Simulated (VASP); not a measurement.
An input for Quantum ESPRESSO's pw.x (written as the equivalent of a VASP run, and not itself run):

```
&CONTROL
  calculation = 'vc-relax'
  pseudo_dir = './pseudo'
  outdir = './out'
  tprnfor = .true.
  tstress = .true.
  nstep = 30
  forc_conv_thr = 0.00039
/
&SYSTEM
  ibrav = 0
  nat = 2
  ntyp = 2
  ecutwfc = 92
  occupations = 'smearing'
  smearing = 'methfessel-paxton'
  degauss = 0.00735
  input_dft = 'pz'
/
&ELECTRONS
  conv_thr = 7.3e-09
  electron_maxstep = 100
/
&IONS
/
&CELL
  cell_dofree = 'shape'
/
ATOMIC_SPECIES
  Cu 63.546 Cu.upf
  Au 196.967 Au.upf
CELL_PARAMETERS angstrom
     2.8600820    0.0000000    0.0000000
     0.0000000    2.8600820    0.0000000
     0.0000000    0.0000000    3.5809344
ATOMIC_POSITIONS crystal
  Cu   0.0000000  0.0000000  0.0000000
  Au   0.5000000  0.5000000  0.5000000
K_POINTS automatic
  13 13 10 0 0 0
```

Q: Write the VASP files for the same calculation (LDA).

A: One answer among several that fit: 
KPOINTS:
```
kpoints
0
Gamma
  13 13 10
```

INCAR:
```
# general
SYSTEM  = CuAu
PREC    = Accurate
ENCUT   = 520   # plane-wave cut-off (eV)
LREAL   = F   # projection in real space or not
LASPH   = T   # aspherical one-centre terms

# electronic loop
EDIFF   = 1E-7
NELM    = 100   # most electronic steps
ALGO    = Normal
LMAXMIX = 6   # l cut-off of mixed one-centre charges

# smearing
ISMEAR  = 1
SIGMA   = 0.1

# ions
IBRION  = 2
NSW     = 30
ISIF    = 4
EDIFFG  = -0.01   # ionic stop

# output
LWAVE   = F
LCHARG  = F
```

### POSCAR
```
CuAu
1
    2.8600819985     0.0000000000     0.0000000000
    0.0000000000     2.8600819985     0.0000000000
    0.0000000000     0.0000000000     3.5809343715
Cu Au
1 1
Direct
  0.0000000000   0.0000000000   0.0000000000
  0.5000000000   0.5000000000   0.5000000000
```

POTCAR, in this order: Cu Au (LDA.64 set). Program: vasp_std.

What does not carry over: the potentials are each code's own (VASP's PAW set, PseudoDojo norm-conserving files in pw.x), so ENCUT and ecutwfc are chosen apart and not converted; conv_thr bounds pw.x's estimated SCF error, while EDIFF bounds the energy change between steps; forc_conv_thr acts on force components and is met together with etot_conv_thr.

The compound is CuAu in the L1_0 structure. This cell is one point of a volume scan, at 1.06 of the reference volume. Symmetry was kept, so distortions that lower it aren't found.
